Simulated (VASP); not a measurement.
# C (Diamond): what each functional gives, and what it costs, part 2 of 2

How does the gap of C (Diamond) depend on the functional? LASPH is on for some levels and off for others; the table marks which. The start is a cell from a database of measured crystal structures.

VASP 6.6.1, plane waves and PAW; the level of theory is named at each step.

So far, least gap on mesh and path (eV): step 2 (bands, level LDA) 4.10; step 5 (bands, level TB-mBJ) 4.95; step 6 (bands, level TPSS) 4.17; step 7 (bands, level BLYP) 4.45; step 9 (bands, level HSE06) 5.33.

### 10. Bands with B3LYP

This step: B3LYP; plane waves and PAW (C) (VASP 6.6.1).

B3LYP, with a fifth of exact exchange, was fitted to molecules.

File INCAR:

```
SYSTEM = C
PREC = Accurate
ENCUT = 520
EDIFF = 1E-06
NELM = 100
ISMEAR = 0
SIGMA = 0.02
LREAL = .FALSE.
ALGO = Normal
LHFCALC = .TRUE.
AEXX = 0.2
GGA = B3
AGGAX = 0.72
AGGAC = 0.81
ALDAC = 0.19
LASPH = .TRUE.
NBANDS = 10
PRECFOCK = Fast
HFRCUT = -1
LORBIT = 11
LWAVE = .FALSE.
LCHARG = .FALSE.
KPAR = 4
```

File POSCAR:

```
C
1.0
    0.0000000000      1.7833700000      1.7833700000
    1.7833700000      0.0000000000      1.7833700000
    1.7833700000      1.7833700000      0.0000000000
C
2
Direct
    0.0000000000      0.0000000000      0.0000000000
    0.2500000000      0.2500000000      0.2500000000
```

File KPOINTS:

```
Automatic mesh
0
Gamma
7 7 7
0 0 0
```

File KPOINTS_OPT:

```
Line mode
6
Line-mode
Reciprocal
  0.00000000   0.00000000   0.00000000 GAMMA
  0.50000000   0.00000000   0.50000000 X

  0.50000000   0.00000000   0.50000000 X
  0.50000000   0.25000000   0.75000000 W

  0.50000000   0.25000000   0.75000000 W
  0.37500000   0.37500000   0.75000000 K

  0.37500000   0.37500000   0.75000000 K
  0.00000000   0.00000000   0.00000000 GAMMA

  0.00000000   0.00000000   0.00000000 GAMMA
  0.50000000   0.50000000   0.50000000 L

  0.50000000   0.50000000   0.50000000 L
  0.62500000   0.25000000   0.62500000 U

  0.62500000   0.25000000   0.62500000 U
  0.50000000   0.25000000   0.75000000 W

  0.50000000   0.25000000   0.75000000 W
  0.50000000   0.50000000   0.50000000 L

  0.50000000   0.50000000   0.50000000 L
  0.37500000   0.37500000   0.75000000 K

  0.62500000   0.25000000   0.62500000 U
  0.50000000   0.00000000   0.50000000 X
```

PAW data sets: C (PBE family, release 64).

The run is started by

```
$ mpirun -np 4 vasp_std
```

Wall time 4.7 min (4 MPI ranks of AMD EPYC 7R43, shared host); peak memory 0.41 GiB; 19 min of CPU time.

Electronic bands along the path, in eV, zero at the valence-band top; v1 is the highest filled band, c1 the lowest empty one:

| point | v3 | v2 | v1 | c1 | c2 | c3 |
| --- | --- | --- | --- | --- | --- | --- |
| Γ | 0.00 | 0.00 | 0.00 | 7.44 | 7.44 | 7.44 |
| 0.40 of the way | -3.37 | -3.37 | -3.33 | 6.57 | 12.11 | 12.11 |
| X | -13.65 | -6.66 | -6.66 | 6.67 | 6.67 | 19.30 |
| 0.40 of the way | -13.42 | -7.37 | -7.37 | 8.13 | 8.13 | 18.49 |
| W | -12.86 | -8.72 | -8.72 | 12.75 | 12.75 | 14.60 |
| 0.40 of the way | -12.49 | -9.37 | -7.34 | 10.16 | 13.00 | 15.46 |
| K | -12.55 | -9.76 | -5.67 | 7.62 | 12.91 | 16.75 |
| 0.60 of the way | -5.34 | -4.35 | -1.18 | 9.24 | 10.52 | 10.78 |
| Γ | 0.00 | 0.00 | 0.00 | 7.44 | 7.44 | 7.44 |
| 0.40 of the way | -5.14 | -1.39 | -1.39 | 9.26 | 9.26 | 9.67 |
| L | -14.14 | -2.98 | -2.98 | 10.51 | 10.51 | 10.87 |
| 0.40 of the way | -13.62 | -5.22 | -3.81 | 9.56 | 12.22 | 12.95 |
| U | -12.55 | -9.76 | -5.67 | 7.62 | 12.91 | 16.75 |
| 0.60 of the way | -12.49 | -9.37 | -7.34 | 10.16 | 13.00 | 15.46 |
| W | -12.86 | -8.72 | -8.72 | 12.75 | 12.75 | 14.60 |
| 0.60 of the way | -13.45 | -5.66 | -4.26 | 10.23 | 11.23 | 14.13 |
| L | -14.14 | -2.98 | -2.98 | 10.51 | 10.51 | 10.87 |
| 0.60 of the way | -13.02 | -7.24 | -4.53 | 8.77 | 13.89 | 14.92 |
| K | -12.55 | -9.76 | -5.67 | 7.62 | 12.91 | 16.75 |
| jump to U | -12.55 | -9.76 | -5.67 | 7.62 | 12.91 | 16.75 |
| 0.60 of the way | -13.47 | -7.54 | -6.49 | 6.83 | 7.98 | 18.83 |
| X | -13.65 | -6.66 | -6.66 | 6.67 | 6.67 | 19.30 |

The gap is 6.04 eV, indirect, from Γ to a point between the labelled ones. Against LDA that is +1.94 eV; this run took 25 times the core time, on fewer points of the path.

### 11. Dielectric constant for the exchange share

This step: PBE; plane waves and PAW (C) (VASP 6.6.1).

The share of exact exchange of the next level is the inverse of the dielectric constant, which this PBE response run supplies.

File INCAR:

```
SYSTEM = C
PREC = Accurate
ENCUT = 520
EDIFF = 1E-08
NELM = 100
ISMEAR = 0
SIGMA = 0.01
LREAL = .FALSE.
ALGO = Normal
GGA = PE
NBANDS = 10
LORBIT = 11
LWAVE = .FALSE.
LCHARG = .FALSE.
KPAR = 4
LEPSILON = .TRUE.
```

POSCAR is that of step 10.

File KPOINTS:

```
Automatic mesh
0
Gamma
12 12 12
0 0 0
```

The run is started by

```
$ mpirun -np 4 vasp_std
```

It took 59 s on 4 MPI ranks; peak memory 0.53 GiB.

Energies printed during the response cycles are not total energies of the cell.

This step gave:

```yaml
irreducible_k_points: 72
fermi_energy: 9.805 eV
pressure: 2.459 GPa
conduction_bottom_at_k: 0.3333, 0.3333, 0
gap_on_the_k_mesh: 4.153 eV
```

Electronic dielectric tensor with local fields:

```
5.82 0.00 0.00
0.00 5.82 0.00
0.00 0.00 5.82
```

The Born effective charge vanishes on all sites.

The Born charges sum to zero; the printed set may have that rule imposed, so this is no test. The Born charges vanish, so no mode is infrared active.

### 12. Bands with r2SCAN-EpsX, ε∞ used 5.824

This step: r2SCAN-EpsX, exact-exchange share 1/5.824; plane waves and PAW (C) (VASP 6.6.1).

Here the share of exact exchange is set to the inverse of the computed dielectric constant, since screening weakens exchange.

File INCAR:

```
SYSTEM = C
PREC = Accurate
ENCUT = 520
EDIFF = 1E-06
NELM = 100
ISMEAR = 0
SIGMA = 0.02
LREAL = .FALSE.
ALGO = Normal
LHFCALC = .TRUE.
AEXX = 0.172
METAGGA = R2SCAN
LASPH = .TRUE.
NBANDS = 10
PRECFOCK = Fast
HFRCUT = -1
LORBIT = 11
LWAVE = .FALSE.
LCHARG = .FALSE.
KPAR = 4
```

POSCAR is that of step 11.

File KPOINTS:

```
Automatic mesh
0
Gamma
7 7 7
0 0 0
```

KPOINTS_OPT is that of step 10.

The run is started by

```
$ mpirun -np 4 vasp_std
```

Elapsed: 4.5 min, on 4 MPI ranks; peak memory 0.44 GiB.

Electronic bands along the path, in eV, zero at the valence-band top; v1 is the highest filled band, c1 the lowest empty one:

| point | v3 | v2 | v1 | c1 | c2 | c3 |
| --- | --- | --- | --- | --- | --- | --- |
| Γ | 0.00 | 0.00 | 0.00 | 7.18 | 7.18 | 7.18 |
| 0.40 of the way | -3.58 | -3.58 | -3.55 | 6.21 | 12.14 | 12.14 |
| X | -14.33 | -7.00 | -7.00 | 6.22 | 6.22 | 19.75 |
| 0.40 of the way | -14.09 | -7.76 | -7.76 | 7.76 | 7.76 | 18.84 |
| W | -13.52 | -9.16 | -9.16 | 12.66 | 12.66 | 14.57 |
| 0.40 of the way | -13.13 | -9.84 | -7.73 | 9.91 | 12.91 | 15.54 |
| K | -13.18 | -10.24 | -5.97 | 7.22 | 12.79 | 16.98 |
| 0.60 of the way | -5.66 | -4.64 | -1.25 | 9.04 | 10.38 | 10.72 |
| Γ | 0.00 | 0.00 | 0.00 | 7.18 | 7.18 | 7.18 |
| 0.40 of the way | -5.46 | -1.48 | -1.48 | 9.09 | 9.09 | 9.48 |
| L | -14.79 | -3.14 | -3.14 | 10.32 | 10.32 | 10.57 |
| 0.40 of the way | -14.25 | -5.52 | -4.02 | 9.28 | 12.14 | 12.83 |
| U | -13.18 | -10.24 | -5.97 | 7.22 | 12.79 | 16.98 |
| 0.60 of the way | -13.13 | -9.84 | -7.73 | 9.91 | 12.91 | 15.54 |
| W | -13.52 | -9.16 | -9.16 | 12.66 | 12.66 | 14.57 |
| 0.60 of the way | -14.08 | -5.98 | -4.50 | 10.01 | 11.03 | 14.12 |
| L | -14.79 | -3.14 | -3.14 | 10.32 | 10.32 | 10.57 |
| 0.60 of the way | -13.64 | -7.64 | -4.77 | 8.44 | 13.91 | 14.93 |
| K | -13.18 | -10.24 | -5.97 | 7.22 | 12.79 | 16.98 |
| jump to U | -13.18 | -10.24 | -5.97 | 7.22 | 12.79 | 16.98 |
| 0.60 of the way | -14.15 | -7.93 | -6.83 | 6.38 | 7.61 | 19.23 |
| X | -14.33 | -7.00 | -7.00 | 6.22 | 6.22 | 19.75 |

The gap is 5.59 eV, indirect, from Γ to a point between the labelled ones. Against LDA that is +1.49 eV; this run took 24 times the core time, on fewer points of the path.

### 13. Bands with HSE03

This step: HSE03; plane waves and PAW (C) (VASP 6.6.1).

HSE03, as typed here, screens exact exchange more strongly than HSE06 (HFSCREEN 0.3 against 0.2).

Edit INCAR of step 12 so:

```diff
@@ -10,4 +10,5 @@
 LHFCALC = .TRUE.
-AEXX = 0.172
-METAGGA = R2SCAN
+AEXX = 0.25
+GGA = PE
+HFSCREEN = 0.3
 LASPH = .TRUE.
@@ -15,3 +16,2 @@
 PRECFOCK = Fast
-HFRCUT = -1
 LORBIT = 11
```

POSCAR is that of step 12.

KPOINTS is that of step 12.

KPOINTS_OPT is that of step 12.

The run is started by

```
$ mpirun -np 4 vasp_std
```

It took 5.2 min on 4 MPI ranks; peak memory 0.76 GiB.

Electronic bands along the path, in eV, zero at the valence-band top; v1 is the highest filled band, c1 the lowest empty one:

| point | v3 | v2 | v1 | c1 | c2 | c3 |
| --- | --- | --- | --- | --- | --- | --- |
| Γ | 0.00 | 0.00 | 0.00 | 6.75 | 6.75 | 6.75 |
| 0.40 of the way | -3.46 | -3.46 | -3.40 | 5.75 | 11.52 | 11.52 |
| X | -13.99 | -6.83 | -6.83 | 5.68 | 5.68 | 18.93 |
| 0.40 of the way | -13.75 | -7.58 | -7.58 | 7.18 | 7.18 | 18.06 |
| W | -13.16 | -8.97 | -8.97 | 11.91 | 11.91 | 13.97 |
| 0.40 of the way | -12.79 | -9.64 | -7.55 | 9.28 | 12.19 | 14.87 |
| K | -12.86 | -10.04 | -5.81 | 6.66 | 12.11 | 16.26 |
| 0.60 of the way | -5.47 | -4.48 | -1.20 | 8.55 | 9.85 | 10.09 |
| Γ | 0.00 | 0.00 | 0.00 | 6.75 | 6.75 | 6.75 |
| 0.40 of the way | -5.28 | -1.41 | -1.41 | 8.58 | 8.58 | 8.96 |
| L | -14.53 | -3.04 | -3.04 | 9.77 | 9.77 | 10.09 |
| 0.40 of the way | -13.99 | -5.35 | -3.89 | 8.72 | 11.54 | 12.25 |
| U | -12.86 | -10.04 | -5.81 | 6.66 | 12.11 | 16.26 |
| 0.60 of the way | -12.79 | -9.64 | -7.55 | 9.28 | 12.19 | 14.87 |
| W | -13.16 | -8.97 | -8.97 | 11.91 | 11.91 | 13.97 |
| 0.60 of the way | -13.82 | -5.80 | -4.37 | 9.39 | 10.48 | 13.50 |
| L | -14.53 | -3.04 | -3.04 | 9.77 | 9.77 | 10.09 |
| 0.60 of the way | -13.37 | -7.43 | -4.63 | 7.87 | 13.27 | 14.28 |
| K | -12.86 | -10.04 | -5.81 | 6.66 | 12.11 | 16.26 |
| jump to U | -12.86 | -10.04 | -5.81 | 6.66 | 12.11 | 16.26 |
| 0.60 of the way | -13.81 | -7.75 | -6.66 | 5.84 | 7.04 | 18.43 |
| X | -13.99 | -6.83 | -6.83 | 5.68 | 5.68 | 18.93 |

The gap is 5.08 eV, indirect, from Γ to a point between the labelled ones. Against LDA that is +0.98 eV; this run took 28 times the core time, on fewer points of the path.

### 14. Bands with r2SCANh

This step: r2SCANh; plane waves and PAW (C) (VASP 6.6.1).

r2SCANh replaces a tenth of the r2SCAN exchange by exact exchange. A prediction first. If the gap is linear in the share of exact exchange, r2SCAN (4.32 eV at 0) and r2SCAN-EpsX (5.59 eV at 0.172) give a slope of 7.39 eV per unit share, so a share of 0.100 should give 5.06 eV.

Edit INCAR of step 13 so:

```diff
@@ -10,5 +10,4 @@
 LHFCALC = .TRUE.
-AEXX = 0.25
-GGA = PE
-HFSCREEN = 0.3
+AEXX = 0.1
+METAGGA = R2SCAN
 LASPH = .TRUE.
@@ -16,2 +15,3 @@
 PRECFOCK = Fast
+HFRCUT = -1
 LORBIT = 11
```

POSCAR is that of step 13.

KPOINTS is that of step 13.

KPOINTS_OPT is that of step 13.

The run is started by

```
$ mpirun -np 4 vasp_std
```

The job ended after 4.4 min (4 MPI ranks; peak memory 0.42 GiB).

Electronic bands along the path, in eV, zero at the valence-band top; v1 is the highest filled band, c1 the lowest empty one:

| point | v3 | v2 | v1 | c1 | c2 | c3 |
| --- | --- | --- | --- | --- | --- | --- |
| Γ | 0.00 | 0.00 | 0.00 | 6.61 | 6.61 | 6.61 |
| 0.40 of the way | -3.52 | -3.52 | -3.47 | 5.67 | 11.50 | 11.50 |
| X | -14.02 | -6.86 | -6.86 | 5.71 | 5.71 | 18.96 |
| 0.40 of the way | -13.79 | -7.60 | -7.60 | 7.22 | 7.22 | 18.07 |
| W | -13.22 | -8.98 | -8.98 | 12.07 | 12.07 | 13.87 |
| 0.40 of the way | -12.84 | -9.64 | -7.58 | 9.34 | 12.30 | 14.83 |
| K | -12.90 | -10.03 | -5.85 | 6.69 | 12.17 | 16.24 |
| 0.60 of the way | -5.54 | -4.55 | -1.22 | 8.43 | 9.76 | 10.12 |
| Γ | 0.00 | 0.00 | 0.00 | 6.61 | 6.61 | 6.61 |
| 0.40 of the way | -5.36 | -1.45 | -1.45 | 8.49 | 8.49 | 8.90 |
| L | -14.48 | -3.08 | -3.08 | 9.71 | 9.71 | 9.96 |
| 0.40 of the way | -13.95 | -5.41 | -3.93 | 8.70 | 11.49 | 12.19 |
| U | -12.90 | -10.03 | -5.85 | 6.69 | 12.17 | 16.24 |
| 0.60 of the way | -12.84 | -9.64 | -7.58 | 9.34 | 12.30 | 14.83 |
| W | -13.22 | -8.98 | -8.98 | 12.07 | 12.07 | 13.87 |
| 0.60 of the way | -13.79 | -5.86 | -4.41 | 9.44 | 10.41 | 13.44 |
| L | -14.48 | -3.08 | -3.08 | 9.71 | 9.71 | 9.96 |
| 0.60 of the way | -13.35 | -7.48 | -4.67 | 7.88 | 13.23 | 14.25 |
| K | -12.90 | -10.03 | -5.85 | 6.69 | 12.17 | 16.24 |
| jump to U | -12.90 | -10.03 | -5.85 | 6.69 | 12.17 | 16.24 |
| 0.60 of the way | -13.84 | -7.77 | -6.69 | 5.87 | 7.07 | 18.45 |
| X | -14.02 | -6.86 | -6.86 | 5.71 | 5.71 | 18.96 |

The gap is 5.08 eV, indirect, from Γ to a point between the labelled ones. Against LDA that is +0.98 eV; this run took 24 times the core time, on fewer points of the path. The straight line predicted 5.06 eV, which is -0.02 eV off.

### 15. The ladder as a table

This step: ladder of functionals on one cell; plane waves and PAW (VASP 6.6.1).

No new run; the numbers come from the runs before.

A gap of 0 means none; cost is the wall time of each run, as given at its step, times its ranks, without the set-up around it; LASPH differs between rows, which moves results and costs too. Results by level, by row:

| level | gap (eV) | least direct gap (eV) | pressure (GPa) | cost (core minutes) | LASPH |
| --- | --- | --- | --- | --- | --- |
| LDA | 4.1 | 5.545 | -10.7 | 0.747 | off |
| PBE | 4.128 | 5.59 | 2.48 | 0.787 | off |
| r2SCAN | 4.32 | 5.835 | -1.28 | 2.8 | on |
| TB-mBJ | 4.948 | 6.623 | - | 1.4 | on |
| TPSS | 4.165 | 5.818 | 1.84 | 3.47 | on |
| BLYP | 4.448 | 5.743 | 11.76 | 0.96 | off |
| HSE06 | 5.333 | 6.993 | - | 21 | on |
| B3LYP | 6.038 | 7.443 | - | 18.6 | on |
| r2SCAN-EpsX | 5.591 | 7.177 | - | 17.9 | on |
| HSE03 | 5.083 | 6.746 | - | 20.7 | on |
| r2SCANh | 5.076 | 6.61 | - | 17.6 | on |

### 16. Outcome

```
gap, LDA         : 4.10 eV
gap, PBE         : 4.13 eV
gap, r2SCAN      : 4.32 eV
gap, TB-mBJ      : 4.95 eV
gap, TPSS        : 4.17 eV
gap, BLYP        : 4.45 eV
gap, HSE06       : 5.33 eV
gap, B3LYP       : 6.04 eV
gap, r2SCAN-EpsX : 5.59 eV
gap, HSE03       : 5.08 eV
gap, r2SCANh     : 5.08 eV
```

For C (Diamond) the functional decides between a gap of 4.10 eV (LDA) and 6.04 eV (B3LYP), while across these levels the cost spans a factor of 28. HSE06 moves the gap by +1.21 eV from PBE, at about 27 times the core time, though on fewer points of the path. On r2SCAN the gap grows with the share of exact exchange: 4.32 eV at none, 5.08 eV at 0.10, 5.59 eV at 0.17. TB-mBJ lands -0.39 eV from HSE06 at 6.7 % of its cost. All levels use one geometry and one mesh, kept coarse to afford the hybrids, so no gap here is fully converged. Costs come from a shared host, and the hybrids use PRECFOCK = Fast. These are single-particle gaps of a static lattice, without excitons or temperature. LASPH is on for some levels and off for others, so differences between them are not the functional's alone.

[Lines on the potential files, build, host, timing and source positions are cut from VASP's logs without a mark.]

[Logs are printed without paths, hosts, clocks, repeated set-up lines and the standing remarks that a program may print on its own settings, such as how far it seeks lower states.]

[Hosts, paths, dates, database ids (printed as entryN), source tags and the programs' standing remarks are cut or masked in the printed files.]

[A measured line is paired with the nearest computed mode of its activity, which favours agreement.]
